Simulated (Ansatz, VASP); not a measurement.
# Ga4As3N in VASP and in Ansatz

```
Ga As N
1.0
     5.18664    0.00000    0.00000
     0.00000    5.18664    0.00000
     0.00000    0.00000    5.18664
Ga As N
4 3 1
Direct
  0.50000 0.50000 0.50000
  0.00000 0.50000 0.00000
  0.50000 0.00000 0.00000
  0.00000 0.00000 0.50000
  0.50000 0.00000 0.50000
  0.00000 0.50000 0.50000
  0.50000 0.50000 0.00000
  0.00000 0.00000 0.00000
```

Alike in both runs: task relaxation of cell and atoms; functional PBE; k mesh 8 × 8 × 8; occupations gaussian, width 0.1 eV; no spin polarisation.

```csv
,VASP,Ansatz
version,VASP 6.6.1,Ansatz 0.2.0
potentials or method,"VASP PAW PBE potentials, release 64 (Ga_d, As, N)","scalar-relativistic, plane waves, PAW"
plane-wave cutoff (eV),600,420
valence electrons in the cell,72,102
```

```csv
,VASP,Ansatz,Ansatz less VASP
"gap on the k mesh at the Fermi level, each at its own relaxed structure (eV)",none,none,-
relaxed volume (Å³/atom),17.56,17.53,-0.037
relaxed cell length with the largest relative difference (Å),5.199,5.195,-0.0037
```

A gap of «none» marks a metal or a gap that the smearing closes. The two sets of potentials don't hold the same shells in valence.
